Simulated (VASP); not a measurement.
## BaTiO3: transverse stress against strain

BaTiO3 (cubic perovskite, Pm-3m, 12.645 Å³/atom and stress up to 0.08 GPa in the relaxed cell, cube axes along x, y and z) under a strain ε along a cube axis (axis z), the other axes held. PBEsol in VASP (plane waves, PAW), 600 eV, 8×8×8 Γ-centred mesh, Gaussian smearing 0.05 eV; ions are relaxed, or left where forces stay under 0.02 eV/Å, within the symmetry of each cell. Stress is positive for a compressed cell.

Here s stands for strain and y for stress xx.

```
strain (%)  stress xx (GPa)
----------  ---------------
-3.00                     ?
-1.50                  1.65
-1.00                  1.06
-0.50                  0.48
0.00                  -0.08
0.50                  -0.62
1.00                  -1.16
1.50                  -1.67
```

### Question
Using a straight line, estimate the missing y at s = -3.00 from the other rows, showing the fit.

### Answer
Means: s 0, y -0.049. About the means, the sum of products is -7.7500 and the sum of squares of s is 7.0000; the slope is their ratio. Least squares gives y = -0.049 - 1.1071·s. Residuals (row less fit): 0.038, 0.002, -0.025, -0.031, -0.017, -0.004, 0.040; standard error 0.031 (degrees of freedom: 5). The slope gives the elastic constant C12 = 111 ± 1 GPa (± standard error of the fit, which holds the terms cut off). At the withheld row, y = -0.049 - 1.1071 × (-3.0) = 3.272 GPa. The calculation gives 3.55 GPa, 0.278 GPa above the prediction (5.3 % of the range of y in the table). The row lies outside the fitted rows, so this is an extrapolation. From the scatter of the fitted rows alone, a prediction at this place has a standard error of 0.049 GPa, so the miss is 5.7 times that.

A polynomial of degree 2 through the 12 other runs of the series gives 3.53 there, so most of the miss is curvature that the fit leaves out. The primitive cell can neither tilt nor turn polar against its symmetry, as such crystals can under strain. BaTiO3 is here the ideal cubic form; the compound distorts at low or room temperature. Rows are the converged runs of the series near zero and its far end; series whose fitted rows scatter by over a few per cent of the range, as at a crossing or softening among them, aren't shown in this form, nor equations of state whose B0' disagrees with the runs' pressures. Most that stay on the fit to the last digits aren't either.
